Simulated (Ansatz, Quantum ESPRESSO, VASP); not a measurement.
## LaPb₃ (Pm-3m, 4 atoms in the cell) computed with different codes at matched settings

Self-consistent single point.

```xyz
4
Lattice="4.9295 0.0000 0.0000 0.0000 4.9295 0.0000 0.0000 0.0000 4.9295" Properties=species:S:1:pos:R:3 pbc="T T T"
La     0.0000     0.0000     0.0000
Pb     0.0000     2.4648     2.4648
Pb     2.4648     0.0000     2.4648
Pb     2.4648     2.4648     0.0000
```

Shared settings, as Ansatz (an electronic-structure program) writes them: kpoints.mp_grid.grid = 3 3 3; scf.occupations.method = gaussian; scf.occupations.width = 0.136 eV. Potentials and cutoffs stand in the table.

```json
[
 {"code": "Quantum ESPRESSO", "model": "LDA (PZ), GBRV 1.5 ultrasoft (LDA) pseudopotentials", "pressure (GPa)": "-3.52", "cutoff": "40 Ry"},
 {"code": "VASP", "model": "LDA (PZ), VASP's LDA PAW potentials (set 64)", "pressure (GPa)": "-3.97", "cutoff": "300 eV"},
 {"code": "Ansatz", "model": "LDA (PW92), PAW files made with PBE", "pressure (GPa)": "-3.47", "cutoff": "default"}
]
```

On Ansatz's run: spin-orbit coupling is off.

The spread over the programs that give each value: pressure within 0.50 GPa.

Ansatz's pressure is given at a fixed set of plane waves, as the other plane-wave codes print theirs. The same LDA comes in different parametrisations, which differ slightly.

On the base mesh (7 7 7) the same programs gave: Ansatz pressure -3.21 GPa; Quantum ESPRESSO pressure -3.28 GPa; VASP pressure -3.67 GPa.

VASP's run is marked for a possible Pulay error in its stress at this cutoff; no cutoff test was made.

The starting cell comes from a database of computed structures (which also holds hypothetical and non-ambient phases and stackings), without a prior relaxation at this level. Its lattice was rescaled by a random factor within 2.5 % of one.

Left out of this page: ABINIT, GPAW and Elk (not drawn, or without a comparable value); CP2K (on another mesh).

Keys are those of Ansatz 0.2.
